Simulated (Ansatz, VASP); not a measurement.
# SiW6C2: VASP beside Ansatz, part 2 of 2

One calculation is typed for both programs; each brings its own data sets and cutoff. How far apart do they land? The cell is invented: As first built, before any earlier steps moved the atoms (in the runner's words): it takes the W2C structure with some of its atoms replaced by other elements, volume scaled by an estimate. It may not be a known or stable phase. The cell is taken from a series of VASP runs on this material, whose earlier steps may have relaxed, scaled or displaced it; both programs get it as it stands.

VASP 6.6.1 and Ansatz 0.2.0.

So far: The structure; Ansatz: relaxation of cell and atoms, PBE.

### Step 3. VASP: relaxation of cell and atoms, PBE

Level of this step: PBE; plane waves and PAW (W, Si, C); invented cell (VASP).

The same cell, functional, mesh and smearing now go to VASP, with its own data sets and cutoff.

Lines of VASP's logs that name or quote its potential files are left out, and so is its time.

The input, INCAR:

```
SYSTEM = SiW6C2
PREC = Accurate
ENCUT = 520
EDIFF = 1E-06
NELM = 100
ISMEAR = -1
SIGMA = 0.05
LREAL = .FALSE.
ALGO = Normal
GGA = PE
LORBIT = 11
LWAVE = .FALSE.
LCHARG = .FALSE.
KPAR = 4
IBRION = 2
NSW = 60
ISIF = 3
EDIFFG = -0.01
```

The input, POSCAR:

```
SiW6C2
1.0
    5.6324758360     -0.0000000312      0.0000000000
   -2.8162384740      4.8778676717      0.0000000000
    0.0000000000      0.0000000000      4.7290422686
W Si C
6 1 2
Direct
    0.6108549956      0.6108549954      0.2309387389
    0.3891450044      0.3891450046      0.7690612611
    0.0000000000      0.3891450048      0.2309387389
    0.3891450043      0.9999999998      0.2309387389
    0.6108549957      0.0000000002      0.7690612611
    1.0000000000      0.6108549952      0.7690612611
    0.0000000000      0.0000000000      0.0000000000
    0.6666666700      0.3333333300      0.5000000000
    0.3333333300      0.6666666700      0.5000000000
```

The input, KPOINTS:

```
Automatic mesh
0
Gamma
6 6 6
0 0 0
```

PAW data sets: W, Si and C (PBE family, release 64).

Run with:

```
> mpirun -np 4 vasp_std
```

Numbers of over 12 decimals in the logs are rounded to 6 here.

The log of the run:

```text
[banner, memory and clock lines left out]
running    4 mpi-ranks, on    1 nodes
 distrk:  each k-point on    1 cores,    4 groups
 distr:  one band on    1 cores,    1 groups

 POSCAR found type information on POSCAR W SiC
 POSCAR found :  3 types and       9 ions
 LDA part: xc-table for (Slater+PW92), standard interpolation
 POSCAR, INCAR and KPOINTS ok, starting setup
 FFT: planning ... GRIDC
 FFT: planning ... GRID_SOFT
 FFT: planning ... GRID
 WAVECAR not read
 entering main loop
       N       E                     dE             d eps       ncg     rms          rms(c)
DAV:   1     0.198427309587E+03    0.19843E+03   -0.21447E+04  1972   0.147E+03
DAV:   2    -0.780659717983E+02   -0.27649E+03   -0.26490E+03  2407   0.353E+02
DAV:   3    -0.107892302568E+03   -0.29826E+02   -0.28425E+02  2912   0.885E+01
DAV:   4    -0.109210516159E+03   -0.13182E+01   -0.12782E+01  2720   0.191E+01
DAV:   5    -0.109260395466E+03   -0.49879E-01   -0.49023E-01  2782   0.342E+00    0.590E+01
DAV:   6    -0.100395917235E+03    0.88645E+01   -0.44034E+01  2556   0.281E+01    0.262E+01
DAV:   7    -0.997316451982E+02    0.66427E+00   -0.40367E+00  2336   0.119E+01    0.853E+00
DAV:   8    -0.996696360331E+02    0.62009E-01   -0.56522E-01  2814   0.408E+00    0.603E-01
DAV:   9    -0.996603170889E+02    0.93189E-02   -0.60251E-02  2488   0.113E+00    0.323E-01
DAV:  10    -0.996599042750E+02    0.41281E-03   -0.52202E-03  2606   0.463E-01    0.151E-01
DAV:  11    -0.996597993948E+02    0.10488E-03   -0.11198E-03  2779   0.157E-01    0.641E-02
DAV:  12    -0.996597999532E+02   -0.55843E-06   -0.20220E-04  2622   0.664E-02    0.283E-02
DAV:  13    -0.996597990083E+02    0.94490E-06   -0.17304E-05  2475   0.249E-02    0.697E-03
DAV:  14    -0.996597976684E+02    0.13399E-05   -0.59915E-06  2147   0.105E-02    0.415E-03
DAV:  15    -0.996597976735E+02   -0.50650E-08   -0.11068E-06  1496   0.647E-03
   1 F= -.99659798E+02 E0= -.99647429E+02  d E =-.996598E+02
 curvature:   0.00 expect dE= 0.000E+00 dE for cont linesearch  0.000E+00
 trial: gam= 0.00000 g(F)=  0.449E-05 g(S)=  0.135E-04 ort = 0.000E+00 (trialstep = 0.100E+01)
 search vector abs. value=  0.180E-04
 reached required accuracy - stopping structural energy minimisation
```

From OUTCAR (step 3):

```text
ion  position               nearest neighbor table
   1  0.611  0.611  0.231-   9 2.16   8 2.16   7 2.45   2 2.52   2 2.83   3 3.02   3 3.02   4 3.02
                             4 3.02   6 3.09   5 3.09   6 3.36   5 3.36
   2  0.389  0.389  0.769-   8 2.16   9 2.16   7 2.45   1 2.52   1 2.83   6 3.02   6 3.02   5 3.02
                             5 3.02   3 3.09   4 3.09   3 3.36   4 3.36
   3  0.000  0.389  0.231-   8 2.16   9 2.16   7 2.45   6 2.52   6 2.83   1 3.02   4 3.02   1 3.02
                             4 3.02   2 3.09   5 3.09   2 3.36   5 3.36
   4  0.389  1.000  0.231-   8 2.16   9 2.16   7 2.45   5 2.52   5 2.83   3 3.02   3 3.02   1 3.02
                             1 3.02   6 3.09   2 3.09   6 3.36   2 3.36
   5  0.611  0.000  0.769-   9 2.16   8 2.16   7 2.45   4 2.52   4 2.83   6 3.02   6 3.02   2 3.02
                             2 3.02   3 3.09   1 3.09   3 3.36   1 3.36
   6  0.000  0.611  0.769-   9 2.16   8 2.16   7 2.45   3 2.52   3 2.83   2 3.02   5 3.02   2 3.02
                             5 3.02   1 3.09   4 3.09   1 3.36   4 3.36
   7  0.000  0.000  0.000-   5 2.45   4 2.45   1 2.45   2 2.45   3 2.45   6 2.45
   8  0.667  0.333  0.500-   3 2.16   6 2.16   2 2.16   4 2.16   5 2.16   1 2.16
   9  0.333  0.667  0.500-   6 2.16   3 2.16   1 2.16   5 2.16   4 2.16   2 2.16

  LATTYP: Found a hexagonal cell.
 ALAT       =     5.6324758360
 C/A-ratio  =     0.8396027620

 Subroutine GETGRP returns: Found 12 space group operations
 (whereof 12 operations were pure point group operations)

The static configuration has the point symmetry D_3d.

 Found     34 irreducible k-points:

   k-points           NKPTS =     34   k-points in BZ     NKDIM =     34   number of bands    NBANDS=     29

   dimension x,y,z NGX =    42 NGY =   42 NGZ =   36
   dimension x,y,z NGXF=    84 NGYF=   84 NGZF=   72

   ENCUT  =  520.0 eV  38.22 Ry    6.18 a.u.  10.47 10.47  8.79*2*pi/ulx,y,z

   NELECT =      48.0000    total number of electrons

 k-points in reciprocal lattice and weights: Automatic mesh
   0.00000000  0.00000000  0.00000000       0.005
   0.16666667 -0.00000000  0.00000000       0.028
   0.33333333  0.00000000  0.00000000       0.028
   0.50000000  0.00000000  0.00000000       0.014
   0.16666667  0.16666667  0.00000000       0.028
   0.33333333  0.16666667  0.00000000       0.056
   0.33333333  0.33333333  0.00000000       0.009
   0.00000000  0.00000000  0.16666667       0.009
   0.16666667 -0.00000000  0.16666667       0.056
[...]
0.33333333  0.16666667  0.50000000       0.056
   0.33333333  0.33333333  0.50000000       0.009

 average (electrostatic) potential at core
       1 -38.3537       2 -38.3537       3 -38.3537       4 -38.3537       5 -38.3537
       6 -38.3537       7 -81.2658       8 -48.0120       9 -48.0120

 E-fermi :   7.4729

 k-point     1 :       0.0000    0.0000    0.0000
  band No.  band energies     occupation
    ...
     22       6.0810      2.00000
     23       6.0810      2.00000
     24       6.8021      2.00000
     25       6.8911      1.99998
     26       6.8911      1.99998
     27       8.5714      0.00000
     28       8.6029      0.00000
     29       8.6466      0.00000

 k-point     2 :       0.1667   -0.0000    0.0000
  band No.  band energies     occupation
    ...
     22       6.0314      2.00000
     23       6.1470      2.00000
     24       6.6653      2.00000
     25       7.2563      1.97404
     26       7.3591      1.81369
     27       8.0185      0.00004
     28       8.4002      0.00000
     29       8.6558      0.00000

 k-point     3 :       0.3333    0.0000    0.0000
  band No.  band energies     occupation
    ...
     20       5.8620      2.00000
     21       6.0531      2.00000
     22       6.1851      2.00000
     23       6.6262      2.00000
     24       7.1998      1.99154
     25       7.5505      0.34922
     26       8.0516      0.00002
     27       8.1645      0.00000
     28       8.3282      0.00000
     29       8.6550      0.00000

  Total       -0.0232465     -0.0232465      0.0378867      0.0000000     -0.0000000      0.0000000
  in kB       -0.2866595     -0.2866595      0.4671911      0.0000000     -0.0000000      0.0000000
  external PRESSURE =      -0.0353760 kB  Pullay stress =       0.0000000 kB

  energy-cutoff  :      520.00
  volume of cell :      129.93
      direct lattice vectors                 reciprocal lattice vectors
     5.632475836 -0.000000031  0.000000000     0.177541819  0.102503826  0.000000000
    -2.816238474  4.877867672  0.000000000     0.000000001  0.205007612  0.000000000
     0.000000000  0.000000000  4.729042269     0.000000000  0.000000000  0.211459307

 POSITION                                       TOTAL-FORCE (eV/Angst)
 -----------------------------------------------------------------------------------
      1.72031      2.97967      1.09212         0.000987      0.001710     -0.003410
      1.09592      1.89820      3.63692        -0.000987     -0.001710      0.003410
     -1.09593      1.89820      1.09212         0.000987     -0.001710     -0.003410
     -0.62439      4.87787      1.09212        -0.001974      0.000000     -0.003410
      3.44063     -0.00000      3.63692         0.001974     -0.000000      0.003410
     -1.72031      2.97967      3.63692        -0.000987      0.001710      0.003410
      0.00000      0.00000      0.00000        -0.000000      0.000000      0.000000
      2.81624      1.62596      2.36452        -0.000000      0.000000      0.000000
     -0.00000      3.25191      2.36452         0.000000      0.000000      0.000000
 -----------------------------------------------------------------------------------
    total drift:                               -0.000000      0.000000      0.000000

  FREE ENERGIE OF THE ION-ELECTRON SYSTEM (eV)
  ---------------------------------------------------
  free  energy   TOTEN  =       -99.6597976735 eV

  energy  without entropy=      -99.6350610490  energy(sigma->0) =      -99.64742936

 reached required accuracy - stopping structural energy minimisation

 total charge
# of ion       s       p       d       tot
------------------------------------------
    1        0.616   0.666   4.271   5.553
    2        0.616   0.666   4.271   5.553
    3        0.616   0.666   4.271   5.553
    4        0.616   0.666   4.271   5.553
    5        0.616   0.666   4.271   5.553
    6        0.616   0.666   4.271   5.553
    7        0.776   1.090   0.000   1.866
    8        0.868   1.573   0.000   2.440
    9        0.868   1.573   0.000   2.440
--------------------------------------------------
tot          6.209   8.229  25.626  40.064

[... 3 further parts left out ...]
```

CONTCAR:

```
SiW6C2
   1.00000000000000
     5.6324758360000002   -0.0000000312000000    0.0000000000000000
    -2.8162384739999999    4.8778676716999998    0.0000000000000000
     0.0000000000000000    0.0000000000000000    4.7290422685999998
  W               Si              C
     6     1     2
Direct
     0.6108549956000004    0.6108549953999969    0.2309387389000008
     0.3891450043999996    0.3891450046000031    0.7690612610999992
     0.0000000000000000    0.3891450047999996    0.2309387389000008
     0.3891450042999978    0.9999999997999964    0.2309387389000008
     0.6108549957000022    0.0000000001999965    0.7690612610999992
     0.0000000000000000    0.6108549952000004    0.7690612610999992
     0.0000000000000000    0.0000000000000000    0.0000000000000000
     0.6666666699999979    0.3333333300000021    0.5000000000000000
     0.3333333300000021    0.6666666699999979    0.5000000000000000
```

The data set W keeps the semicore shell frozen, which is cheaper and a little less accurate. The run keeps the 12 symmetry operations of its start, so it cannot find a distortion of lower symmetry.

### Step 4. Differences

Known differences besides the potentials themselves: both relaxations stop at a tolerance, which leaves soft axes loose, and VASP keeps its plane-wave basis; the data sets hold 96 valence electrons in Ansatz (default PAW (the set named soft_2) files) and 48 in VASP; the cutoff is 420 eV in Ansatz and 520 eV in VASP; VASP leaves aspherical gradient terms in its spheres out (LASPH is not set), Ansatz keeps them; Ansatz adds a Pulay correction to the stress that steers its cell, VASP none. Total energies have different zeros and are not compared.

Compared:

| quantity | Ansatz | VASP | difference |
| --- | --- | --- | --- |
| volume (Å³) | 130.36 | 129.93 | +0.33 % |
| edge a after relaxation, in the typed setting (Å) | 5.632 | 5.633 | -0.01 % |
| edge c after relaxation, in the typed setting (Å) | 4.745 | 4.729 | +0.34 % |

The walks stopped with 0.00 GPa left in Ansatz and 0.00 GPa in VASP; each walk ends within a tolerance, so the volume difference is uncertain by about these residues over the bulk modulus, most in soft cells.

### Step 5. Summary of results

| Property | Result |
| --- | --- |
| difference in edge c after relaxation, in the typed setting (relaxation of cell and atoms, PBE) | 0.34 % |

The difference in edge c after relaxation, in the typed setting is 0.34 % (relaxation of cell and atoms, PBE), within the 1.2 % picked in this series as the mark of a large difference, as far as the stopping tolerances let one tell. How closely two codes agree says nothing of how well the functional describes the real material.

[Lines on the potential files, build, host, timing and source positions are cut from VASP's logs without a mark.]

[Logs are printed without paths, hosts, clocks, repeated set-up lines and the standing remarks that a program may print on its own settings, such as how far it seeks lower states.]

[Hosts, paths, dates, database ids (printed as entryN), source tags and the programs' standing remarks are cut or masked in the printed files.]
